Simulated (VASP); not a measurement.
Calculation: PBEsol GGA, VASP's PBE PAW potentials (set 64) (plane waves; VASP 6.6.1).

VASP ran on this input.

KPOINTS:
```
Automatic
0
gamma
11 11 11
0 0 0
```

### POSCAR
```
GeRh
1.0
  3.0480010000   0.0000000000   0.0000000000
  0.0000000000   3.0480010000   0.0000000000
  0.0000000000   0.0000000000   3.0480010000
Rh Ge
1 1
direct
  0.0000000000   0.0000000000   0.0000000000
  0.5000000000   0.5000000000   0.5000000000
```

### INCAR
```
SYSTEM = GeRh
PREC = Accurate
ENCUT = 400
EDIFF = 1E-6
NELM = 100
ALGO = Normal
LREAL = .FALSE.
LASPH = .TRUE.
ISMEAR = 1
SIGMA = 0.1
GGA = PS
LMAXMIX = 4
LWAVE = .FALSE.
LCHARG = .FALSE.
IBRION = 2
ISIF = 3
NSW = 60
EDIFFG = -0.01
```

POTCAR, in this order: Rh_pv Ge_d (PBE.64 set). Program: vasp_std.

Output

File OUTCAR:
```
 ion  position               nearest neighbor table
   1  0.000  0.000  0.000-   2 2.64   2 2.64   2 2.64   2 2.64   2 2.64   2 2.64   2 2.64   2 2.64
  LATTYP: Found a simple cubic cell.
 ALAT       =     3.0480010000
 Subroutine PRICEL returns:
 Original cell was already a primitive cell.
 Subroutine GETGRP returns: Found 48 space group operations
The static configuration has the point symmetry O_h .
The dynamic configuration has the point symmetry O_h .
 Subroutine INISYM returns: Found 48 space group operations
 Subroutine IBZKPT returns following result:
 Found     56 irreducible k-points:

 Following reciprocal coordinates:
            Coordinates               Weight
  0.000000  0.000000  0.000000      1.000000
  0.090909  0.000000  0.000000      6.000000
  0.181818  0.000000  0.000000      6.000000
  0.272727  0.000000  0.000000      6.000000
  0.363636  0.000000  0.000000      6.000000
  0.454545  0.000000  0.000000      6.000000
  0.090909  0.090909  0.000000     12.000000
  0.181818  0.090909  0.000000     24.000000
  0.272727  0.090909  0.000000     24.000000
  0.363636  0.090909  0.000000     24.000000
  0.454545  0.090909  0.000000     24.000000
  0.181818  0.181818  0.000000     12.000000
  0.272727  0.181818  0.000000     24.000000
  0.363636  0.181818  0.000000     24.000000
  0.454545  0.181818  0.000000     24.000000
  0.272727  0.272727  0.000000     12.000000
  0.363636  0.272727  0.000000     24.000000
  0.454545  0.272727  0.000000     24.000000
  0.363636  0.363636  0.000000     12.000000
  0.454545  0.363636  0.000000     24.000000
  0.454545  0.454545  0.000000     12.000000
  0.090909  0.090909  0.090909      8.000000
  0.181818  0.090909  0.090909     24.000000
  0.272727  0.090909  0.090909     24.000000
  0.363636  0.090909  0.090909     24.000000
...
```

OSZICAR:
```
       N       E                     dE             d eps       ncg     rms          rms(c)
DAV:   1     0.206933419054E+03    0.20693E+03   -0.14150E+04  2332   0.342E+03
DAV:   2     0.905019048448E+00   -0.20603E+03   -0.20140E+03  2076   0.561E+02
DAV:   3    -0.138105093580E+02   -0.14716E+02   -0.14288E+02  2194   0.122E+02
DAV:   4    -0.141704214795E+02   -0.35991E+00   -0.35435E+00  2198   0.191E+01
DAV:   5    -0.141783965553E+02   -0.79751E-02   -0.79692E-02  2236   0.304E+00    0.106E+01
DAV:   6    -0.139195420892E+02    0.25885E+00   -0.41473E+00  2064   0.149E+01    0.431E+00
DAV:   7    -0.137811869098E+02    0.13836E+00   -0.85395E-01  2240   0.881E+00    0.323E+00
DAV:   8    -0.137604785615E+02    0.20708E-01   -0.77901E-02  2404   0.294E+00    0.328E-01
DAV:   9    -0.137594206705E+02    0.10579E-02   -0.34247E-03  2486   0.854E-01    0.199E-01
DAV:  10    -0.137591296183E+02    0.29105E-03   -0.11580E-03  2662   0.710E-01    0.426E-02
DAV:  11    -0.137591291202E+02    0.49807E-06   -0.44654E-05  2098   0.582E-02    0.142E-02
DAV:  12    -0.137591305134E+02   -0.13932E-05   -0.40478E-06  1840   0.326E-02    0.197E-03
DAV:  13    -0.137591304796E+02    0.33830E-07   -0.35407E-07  1088   0.558E-03
   1 F= -.13759130E+02 E0= -.13759059E+02  d E =-.137591E+02
       N       E                     dE             d eps       ncg     rms          rms(c)
DAV:   1    -0.147111094765E+02   -0.95198E+00   -0.14295E+01  2388   0.547E+01    0.823E+00
DAV:   2    -0.140680545639E+02    0.64305E+00   -0.89893E+00  2046   0.244E+01    0.362E+00
DAV:   3    -0.137916707137E+02    0.27638E+00   -0.12938E+00  2300   0.121E+01    0.119E+00
DAV:   4    -0.137544451792E+02    0.37226E-01   -0.11078E-01  2176   0.493E+00    0.429E-01
DAV:   5    -0.137521888854E+02    0.22563E-02   -0.79910E-03  2546   0.138E+00    0.269E-01
DAV:   6    -0.137517291753E+02    0.45971E-03   -0.18236E-03  2182   0.581E-01    0.433E-02
DAV:   7    -0.137516875175E+02    0.41658E-04   -0.12015E-04  2202   0.133E-01    0.140E-02
DAV:   8    -0.137516854944E+02    0.20232E-05   -0.27774E-06  1632   0.198E-02    0.436E-03
DAV:   9    -0.137516851524E+02    0.34192E-06   -0.52912E-07  1042   0.602E-03
   2 F= -.13751685E+02 E0= -.13751628E+02  d E =0.744533E-02
       N       E                     dE             d eps       ncg     rms          rms(c)
DAV:   1    -0.141266835631E+02   -0.37500E+00   -0.56329E+00  2412   0.367E+01    0.440E+00
DAV:   2    -0.138720860819E+02    0.25460E+00   -0.31569E+00  2066   0.146E+01    0.215E+00
DAV:   3    -0.137779480890E+02    0.94138E-01   -0.54501E-01  2224   0.694E+00    0.875E-01
DAV:   4    -0.137645590659E+02    0.13389E-01   -0.39800E-02  2438   0.262E+00    0.243E-01
DAV:   5    -0.137636351073E+02    0.92396E-03   -0.16360E-03  2440   0.653E-01    0.115E-01
DAV:   6    -0.137635224459E+02    0.11266E-03   -0.36535E-04  2208   0.279E-01    0.240E-02
DAV:   7    -0.137635120370E+02    0.10409E-04   -0.25811E-05  2500   0.777E-02    0.575E-03
DAV:   8    -0.137635119617E+02    0.75287E-07   -0.55619E-07  1128   0.749E-03
   3 F= -.13763512E+02 E0= -.13763426E+02  d E =-.438148E-02
```

### OUTCAR
```
------------------------ aborting loop because EDIFF is reached ----------------------------------------
  FORCE on cell =-STRESS in cart. coord.  units (eV):
  Direction    XX          YY          ZZ          XY          YZ          ZX
  --------------------------------------------------------------------------------------
  Total        0.0042890      0.0042890      0.0042890     -0.0000000     -0.0000000     -0.0000000
  in kB        0.2464701      0.2464701      0.2464701     -0.0000000     -0.0000000     -0.0000000
  external PRESSURE =       0.2464701 kB  Pullay stress =       0.0000000 kB
  volume of cell :       27.88
      direct lattice vectors                 reciprocal lattice vectors
     3.032261630  0.000000000  0.000000000     0.329786846 -0.000000000  0.000000000
     0.000000000  3.032261630  0.000000000    -0.000000000  0.329786846  0.000000000
    -0.000000000 -0.000000000  3.032261630    -0.000000000 -0.000000000  0.329786846
 POSITION                                       TOTAL-FORCE (eV/Angst)
 -----------------------------------------------------------------------------------
      0.00000      0.00000      0.00000        -0.000000     -0.000000      0.000000
      1.51613      1.51613      1.51613         0.000000      0.000000      0.000000
 -----------------------------------------------------------------------------------
    total drift:                               -0.000000      0.000000      0.000000
  FREE ENERGIE OF THE ION-ELECTRON SYSTEM (eV)
  ---------------------------------------------------
  free  energy   TOTEN  =       -13.7635119617 eV

  energy  without entropy=      -13.7632532135  energy(sigma->0) =      -13.76342571

 reached required accuracy - stopping structural energy minimisation
```
(Selected blocks of OUTCAR.)

CONTCAR:
```
GeRh
   1.00000000000000
     3.0322616302876706    0.0000000000000000    0.0000000000000000
     0.0000000000000000    3.0322616302876706    0.0000000000000000
    -0.0000000000000000   -0.0000000000000000    3.0322616302876706
  Rh              Ge
     1     1
Direct
     0.0000000000000000    0.0000000000000000    0.0000000000000000
     0.5000000000000000    0.5000000000000000    0.5000000000000000
```

OUTCAR:
```
 val. band max:       11.1383951748   @ k =   0.4545   0.2727   0.2727

 cond. band min:      11.1453804700   @ k =   0.3636   0.3636   0.0909


 Fermi energy:        11.1400322366

 k-point     1 :       0.0000    0.0000    0.0000
  band No.  band energies     occupation
      1     -35.3603      2.00000
      2     -35.3603      2.00000
      3     -35.3603      2.00000
      4     -13.9397      2.00000
      5     -13.9397      2.00000
      6     -13.8583      2.00000
      7     -13.8583      2.00000
      8     -13.8583      2.00000
      9      -2.1677      2.00000
     10       6.5987      2.00000
     11       6.5987      2.00000
     12       9.5385      2.00000
     13       9.5385      2.00000
     14       9.5385      2.00000
     15      13.4830      0.00000
     16      13.4830      0.00000
     17      13.4830      0.00000
     18      19.4766      0.00000

 k-point     2 :       0.0909    0.0000    0.0000
  band No.  band energies     occupation
      1     -35.3704      2.00000
      2     -35.3595      2.00000
      3     -35.3595      2.00000
      4     -13.9391      2.00000
      5     -13.9328      2.00000
      6     -13.8600      2.00000
      7     -13.8600      2.00000
      8     -13.8579      2.00000
      9      -2.0248      2.00000
     10       6.5886      2.00000
     11       6.6346      2.00000
     12       9.3019      2.00000
     13       9.3019      2.00000
     14       9.5466      2.00000
     15      12.7486     -0.00000
     16      13.8603      0.00000
     17      13.8603      0.00000
     18      19.9563      0.00000

 k-point     3 :       0.1818    0.0000    0.0000
  band No.  band energies     occupation
      1     -35.3975      2.00000
      2     -35.3573      2.00000
      3     -35.3573      2.00000
      4     -13.9373      2.00000
      5     -13.9145      2.00000
      6     -13.8642      2.00000
      7     -13.8642      2.00000
      8     -13.8567      2.00000
      9      -1.6031      2.00000
...
```

The structure was generated: GeRh was put into the CsCl type (Pm-3m), which need not be its known phase. This run relaxes it. Symmetry was kept, so distortions that lower it aren't found. The electron count is odd and the run is not spin-polarised, which forces a metal.
